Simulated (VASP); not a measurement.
# TiIn11P12 (a cell with a defect) in VASP: notebook, part 2 of 2

VASP 6.6.1. The steps go on from the part before.

### Step 3. Single point, PBEsol+U, collinear spin, ferromagnetic start

Input file INCAR:

```
ALGO = Normal
EDIFF = 1E-5
ENCUT = 350
GGA = PS
ISIF = 2
ISMEAR = 0
ISPIN = 2
KPAR = 2
LASPH = True
LCHARG = False
LDAU = True
LDAUJ = 0 0 0
LDAUL = 2 -1 -1
LDAUPRINT = 1
LDAUTYPE = 2
LDAUU = 3 0 0
LMAXMIX = 4
LORBIT = 11
LREAL = Auto
LWAVE = False
MAGMOM = 1 0 0 0 0 0 0 0 0 0 0 0 0 0 0 0 0 0 0 0 0 0 0 0
NBANDS = 130
NELM = 120
PREC = Accurate
SIGMA = 0.03
```

Input file KPOINTS:

```
k-points
0
Gamma
  2 2 2
```

Input file POSCAR:

```
TiIn11P12
1.0
    0.0000000000      8.8030500000      8.8030500000
    5.8687000000      0.0000000000      5.8687000000
    5.8687000000      5.8687000000      0.0000000000
Ti In P
1 11 12
Direct
    0.0000000000      0.0000000000      0.0000000000
    0.0000000000      0.0000000000      0.5000000000
    0.0000000000      0.5000000000      0.0000000000
    0.0000000000      0.5000000000      0.5000000000
    0.3333330000      0.0000000000      0.0000000000
    0.3333330000      0.0000000000      0.5000000000
    0.3333330000      0.5000000000      0.0000000000
    0.3333330000      0.5000000000      0.5000000000
    0.6666670000      0.0000000000      0.0000000000
    0.6666670000      0.0000000000      0.5000000000
    0.6666670000      0.5000000000      0.0000000000
    0.6666670000      0.5000000000      0.5000000000
    0.0833333333      0.1250000000      0.1250000000
    0.0833333333      0.1250000000      0.6250000000
    0.0833333333      0.6250000000      0.1250000000
    0.0833333333      0.6250000000      0.6250000000
    0.4166663333      0.1250000000      0.1250000000
    0.4166663333      0.1250000000      0.6250000000
    0.4166663333      0.6250000000      0.1250000000
    0.4166663333      0.6250000000      0.6250000000
    0.7500003333      0.1250000000      0.1250000000
    0.7500003333      0.1250000000      0.6250000000
    0.7500003333      0.6250000000      0.1250000000
    0.7500003333      0.6250000000      0.6250000000
```

Potentials or basis: VASP PAW PBE potentials, release 64 (Ti_sv, In_d, P).

Command:

```console
$ cat potpaw_PBE.64/Ti_sv/POTCAR potpaw_PBE.64/In_d/POTCAR potpaw_PBE.64/P/POTCAR > POTCAR
$ mpirun -np 4 vasp_std > vasp.out
```

OUTCAR:

```text
EDIFF = 1E-5
   ENCUT = 350
   GGA = PS
   ISIF = 2
   ISMEAR = 0
   ISPIN = 2
   LASPH = True
   LORBIT = 11
   LREAL = Auto
   NELM = 120
   PREC = Accurate

 ion  position               nearest neighbor table
   1  0.000  0.000  0.000-  21 2.54  13 2.54  15 2.54  14 2.54
   2  0.000  0.000  0.500-  22 2.54  14 2.54  16 2.54  13 2.54
   3  0.000  0.500  0.000-  23 2.54  15 2.54  16 2.54  13 2.54
   4  0.000  0.500  0.500-  24 2.54  16 2.54  14 2.54  15 2.54
   5  0.333  0.000  0.000-  13 2.54  17 2.54  18 2.54  19 2.54
   6  0.333  0.000  0.500-  14 2.54  18 2.54  17 2.54  20 2.54
[... 16 lines left out ...]
  23  0.750  0.625  0.125-   3 2.54  11 2.54   9 2.54  12 2.54
  24  0.750  0.625  0.625-   4 2.54  12 2.54  11 2.54  10 2.54

[... 1767 lines left out ...]
      0.00000      2.93435      2.93435         0.002337      0.026058      0.026058
      2.93435      5.86870      2.93435        -0.023275     -0.006651      0.019542
[... 16 lines left out ...]
      4.40152      7.33588     10.27023         0.005093      0.008762      0.015111
      7.33587     10.27023     10.27023         0.005208      0.002450      0.002450
 -----------------------------------------------------------------------------------
    total drift:                                0.034315      0.011099      0.011097

  FREE ENERGIE OF THE ION-ELECTRON SYSTEM (eV)
  ---------------------------------------------------
  free  energy   TOTEN  =      -112.1883293046 eV

  energy  without entropy=     -112.1869142669  energy(sigma->0) =     -112.18762179

 total charge

# of ion       s       p       d       tot
------------------------------------------
    1        2.197   6.094   1.767  10.058
    2        0.829   0.768   9.897  11.495
    3        0.829   0.768   9.897  11.495
    4        0.831   0.768   9.897  11.496
    5        0.824   0.770   9.898  11.493
    6        0.825   0.770   9.898  11.493
[... 16 lines left out ...]
   23        1.022   1.484   0.000   2.506
   24        1.021   1.482   0.000   2.502
--------------------------------------------------
tot         23.556  32.398 110.648 166.602

 magnetization (x)

# of ion       s       p       d       tot
------------------------------------------
    1        0.001   0.000   0.025   0.026
    2       -0.004  -0.001   0.000  -0.005
    3       -0.004  -0.001   0.000  -0.005
    4        0.008   0.001  -0.001   0.009
    5        0.002   0.000  -0.000   0.002
    6       -0.001  -0.000   0.000  -0.002
[... 16 lines left out ...]
   23       -0.000  -0.001   0.000  -0.001
   24        0.000   0.002   0.000   0.002
--------------------------------------------------
tot         -0.001  -0.004   0.025   0.021
```

stdout:

```text
POSCAR found type information on POSCAR TiInP
 POSCAR found :  3 types and      24 ions
 scaLAPACK will be used
 -----------------------------------------------------------------------------
|                                                                             |
|                                                                             |
|     You enforced a specific xc type in the INCAR file but a different       |
|     I HOPE YOU KNOW WHAT YOU ARE DOING!                                     |
|                                                                             |
 -----------------------------------------------------------------------------

 LDA part: xc-table for (Slater+PW92), standard interpolation
 POSCAR, INCAR and KPOINTS ok, starting setup
 FFT: planning ... GRIDC
 FFT: planning ... GRID_SOFT
 FFT: planning ... GRID
 WAVECAR not read
 entering main loop
```

It took 6.7 min on 4 MPI ranks of Intel Xeon 6975P-C (Granite Rapids), shared host; peak memory 0.56 GiB.

Results:

```
Free energy                                           : -112.1883 eV
Pressure                                              : -1.1 GPa
Largest force                                         : 0.907 eV/Å
Band gap on the k mesh                                : none (metal or under the smearing width)
Net moment                                            : 0.02 μB per cell
Site moments                                          : Ti +0.03; In -0.01, +0.01, +0.00, -0.00; P +0.00, -0.00 μB
Valence electrons inside the program's atomic spheres : Ti 10.06; In 11.49, 11.50; P 2.51, 2.50, 2.52
```

Forces on the atoms (eV/Å):
```
Ti   0.034 -0.018 -0.018
In   0.010 -0.001 -0.042
In   0.010 -0.042 -0.001
In   0.030 -0.013 -0.013
In   0.002  0.026  0.026
In  -0.023 -0.007  0.020
In  -0.023  0.020 -0.007
In   0.011 -0.012 -0.012
In  -0.016 -0.041 -0.041
In   0.039  0.013 -0.053
In   0.039 -0.053  0.013
In   0.013 -0.009 -0.009
P   -0.542 -0.487 -0.487
P    0.483  0.573 -0.511
P    0.483 -0.511  0.573
P   -0.009  0.015  0.015
P   -0.040  0.016  0.016
P    0.000  0.008  0.008
P    0.000  0.008  0.008
P   -0.007  0.006  0.006
P   -0.511  0.481  0.481
P    0.005  0.015  0.009
P    0.005  0.009  0.015
P    0.005  0.002  0.002
```

Levels at points of the mesh, in eV from the Fermi level:
Spin up:
| k point | band 105 | band 106 | band 107 | band 108 | band 109 | band 110 | band 111 | band 112 |
| --- | --- | --- | --- | --- | --- | --- | --- | --- |
| (0.00, 0.00, 0.00) | -0.83 | -0.76 | -0.75 | -0.17 | 0.12 | 0.76 | 0.78 | 0.80 |
| (0.50, 0.00, 0.00) | -1.15 | -0.89 | -0.87 | -0.12 | 0.54 | 0.69 | 0.86 | 0.92 |
| (0.00, 0.50, 0.00) | -1.39 | -1.13 | -1.11 | 0.04 | 0.89 | 1.05 | 1.12 | 1.23 |
| (0.50, 0.00, 0.50) | -1.58 | -1.38 | -1.36 | 0.15 | 0.81 | 0.93 | 1.15 | 1.39 |
| (0.00, 0.50, 0.50) | -1.55 | -1.31 | -1.13 | -0.20 | 0.83 | 1.17 | 1.18 | 1.47 |
| (0.50, 0.50, 0.50) | -1.49 | -1.27 | -1.27 | -0.04 | 0.79 | 1.09 | 1.19 | 1.49 |
Spin down:
| k point | band 103 | band 104 | band 105 | band 106 | band 107 | band 108 | band 109 | band 110 | band 111 | band 112 |
| --- | --- | --- | --- | --- | --- | --- | --- | --- | --- | --- |
| (0.00, 0.00, 0.00) | -1.35 | -1.34 | -0.82 | -0.76 | -0.75 | -0.06 | 0.12 | 0.76 | 0.77 | 0.79 |
| (0.50, 0.00, 0.00) | -1.58 | -1.16 | -1.16 | -0.89 | -0.87 | -0.13 | 0.54 | 0.81 | 0.87 | 0.93 |
| (0.00, 0.50, 0.00) | -1.82 | -1.42 | -1.38 | -1.13 | -1.11 | 0.05 | 0.89 | 1.07 | 1.12 | 1.26 |
| (0.50, 0.00, 0.50) | -1.76 | -1.60 | -1.57 | -1.37 | -1.35 | -0.04 | 0.84 | 1.12 | 1.24 | 1.48 |
| (0.00, 0.50, 0.50) | -1.75 | -1.69 | -1.55 | -1.32 | -1.15 | 0.26 | 0.87 | 0.93 | 1.18 | 1.34 |
| (0.50, 0.50, 0.50) | -1.68 | -1.49 | -1.49 | -1.28 | -1.25 | 0.21 | 0.83 | 1.02 | 1.22 | 1.39 |

Eigenvalues of the final occupation matrices:
```csv
site,spin,trace,eigenvalues
site 1 d,1,0.90,0.04 0.15 0.16 0.16 0.39
site 1 d,2,0.86,0.03 0.15 0.15 0.16 0.36
```

Caveat: the k mesh is coarse (spacing up to 0.46 Å⁻¹), so the values aren't converged; the PAW data sets were made with another functional, which shifts forces and pressure a little; the U is typed as a test and isn't derived for this compound.

### Step 4. Single point, PBEsol+U, collinear spin, ferromagnetic start

INCAR, as its differences from that of step 3:

```diff
@@ -1,2 +1,2 @@
-ALGO = Normal
+ALGO = All
 EDIFF = 1E-5
@@ -7,2 +7,3 @@
 ISPIN = 2
+ISYM = 0
 KPAR = 2
```

KPOINTS is that of step 3.

POSCAR is that of step 3.

Potentials or basis: VASP PAW PBE potentials, release 64 (Ti_sv, In_d, P).

Command:

```console
$ cat potpaw_PBE.64/Ti_sv/POTCAR potpaw_PBE.64/In_d/POTCAR potpaw_PBE.64/P/POTCAR > POTCAR
$ mpirun -np 4 vasp_std > vasp.out
```

OUTCAR:

```text
EDIFF = 1E-5
   ENCUT = 350
   GGA = PS
   ISIF = 2
   ISMEAR = 0
   ISPIN = 2
   ISYM = 0
   LASPH = True
   LORBIT = 11
   LREAL = Auto
   NELM = 120
   PREC = Accurate

 ion  position               nearest neighbor table
   1  0.000  0.000  0.000-  21 2.54  13 2.54  15 2.54  14 2.54
   2  0.000  0.000  0.500-  22 2.54  14 2.54  16 2.54  13 2.54
   3  0.000  0.500  0.000-  23 2.54  15 2.54  16 2.54  13 2.54
   4  0.000  0.500  0.500-  24 2.54  16 2.54  14 2.54  15 2.54
   5  0.333  0.000  0.000-  13 2.54  17 2.54  18 2.54  19 2.54
   6  0.333  0.000  0.500-  14 2.54  18 2.54  17 2.54  20 2.54
[... 16 lines left out ...]
  23  0.750  0.625  0.125-   3 2.54  11 2.54   9 2.54  12 2.54
  24  0.750  0.625  0.625-   4 2.54  12 2.54  11 2.54  10 2.54

IMPORTANT INFORMATION: All symmetrisations will be switched off!
NOSYMM: (Re-)initialisation of all symmetry stuff for point group C_1.

----------------------------------------------------------------------------------------

                                     Primitive cell

  volume of cell :     606.3830
[... 2177 lines left out ...]

 VOLUME and BASIS-vectors are now :
 -----------------------------------------------------------------------------
  energy-cutoff  :      350.00
  volume of cell :      606.38
      direct lattice vectors                 reciprocal lattice vectors
     0.000000000  8.803050000  8.803050000    -0.056798496  0.056798496  0.056798496
     5.868700000  0.000000000  5.868700000     0.085197744 -0.085197744  0.085197744
     5.868700000  5.868700000  0.000000000     0.085197744  0.085197744 -0.085197744

 POSITION                                       TOTAL-FORCE (eV/Angst)
 -----------------------------------------------------------------------------------
      0.00000      0.00000      0.00000         0.020710     -0.022207     -0.024296
      2.93435      2.93435      0.00000         0.000446     -0.025946      0.027766
      2.93435      0.00000      2.93435         0.000529      0.037880     -0.024771
      5.86870      2.93435      2.93435         0.060610     -0.017754     -0.016962
      0.00000      2.93435      2.93435        -0.022536      0.015099      0.016806
      2.93435      5.86870      2.93435        -0.005214     -0.026494      0.010892
[... 16 lines left out ...]
      4.40152      7.33588     10.27023         0.004329     -0.000492      0.020116
      7.33587     10.27023     10.27023        -0.016742      0.015742      0.014014
 -----------------------------------------------------------------------------------
    total drift:                                0.035929      0.003862      0.004268

  FREE ENERGIE OF THE ION-ELECTRON SYSTEM (eV)
  ---------------------------------------------------
  free  energy   TOTEN  =      -112.5464442637 eV

  energy  without entropy=     -112.5464442637  energy(sigma->0) =     -112.54644426

 total charge

# of ion       s       p       d       tot
------------------------------------------
    1        2.193   6.093   1.768  10.054
    2        0.826   0.771   9.898  11.496
    3        0.827   0.772   9.898  11.496
    4        0.824   0.766   9.898  11.489
    5        0.824   0.771   9.899  11.494
    6        0.824   0.774   9.898  11.497
[... 16 lines left out ...]
   23        1.022   1.486   0.000   2.508
   24        1.022   1.486   0.000   2.508
--------------------------------------------------
tot         23.535  32.454 110.652 166.642

 magnetization (x)

# of ion       s       p       d       tot
------------------------------------------
    1        0.011   0.005   0.882   0.898
    2        0.004   0.003  -0.000   0.007
    3        0.004   0.004  -0.000   0.008
    4       -0.000  -0.002  -0.001  -0.003
    5       -0.000  -0.001  -0.000  -0.001
    6        0.002   0.002  -0.000   0.004
[... 16 lines left out ...]
   23        0.000   0.000   0.000   0.001
   24        0.000   0.000   0.000   0.000
--------------------------------------------------
tot          0.019  -0.051   0.879   0.847
```

It took 18 min on 4 MPI ranks of Intel Xeon 6975P-C (Granite Rapids), shared host; peak memory 0.88 GiB.

Results:

* Free energy: -112.5464 eV
* Pressure: -0.2 GPa
* Largest force: 0.648 eV/Å
* Band gap on the k mesh: 0.65 eV, indirect (least direct gap 0.85 eV)
* Net moment: 1.00 μB per cell
* Site moments: Ti +0.90; In +0.01, -0.00, +0.00; P -0.02, +0.00, -0.00 μB
* Valence electrons inside the program's atomic spheres: Ti 10.05; In 11.50, 11.49; P 2.52, 2.51

Forces in eV/Å, atoms in the order of the input:
```
Ti   0.021 -0.022 -0.024
In   0.000 -0.026  0.028
In   0.001  0.038 -0.025
In   0.061 -0.018 -0.017
In  -0.023  0.015  0.017
In  -0.005 -0.026  0.011
In  -0.007  0.012 -0.022
In  -0.002 -0.005 -0.006
In  -0.027 -0.036 -0.035
In   0.021 -0.044 -0.022
In   0.021 -0.023 -0.039
In   0.009 -0.013 -0.014
P   -0.299 -0.413 -0.399
P    0.283  0.430 -0.381
P    0.285 -0.397  0.416
P   -0.021  0.005  0.007
P   -0.050  0.032  0.033
P    0.010  0.024 -0.004
P    0.008 -0.002  0.022
P   -0.009  0.016  0.015
P   -0.270  0.419  0.403
P    0.004  0.022  0.002
P    0.004  0.000  0.020
P   -0.017  0.016  0.014
```

Eigenvalues of the final occupation matrices:
| site | spin | trace | eigenvalues |
| --- | --- | --- | --- |
| site 1 d | 1 | 1.34 | 0.05 0.14 0.18 0.18 0.78 |
| site 1 d | 2 | 0.45 | 0.02 0.04 0.12 0.14 0.14 |

Caveat: the k mesh is coarse (spacing up to 0.46 Å⁻¹), so the values aren't converged; the PAW data sets were made with another functional, which shifts forces and pressure a little; spin-orbit coupling is left out, which moves the levels of the heavy elements; the U is typed as a test and isn't derived for this compound.
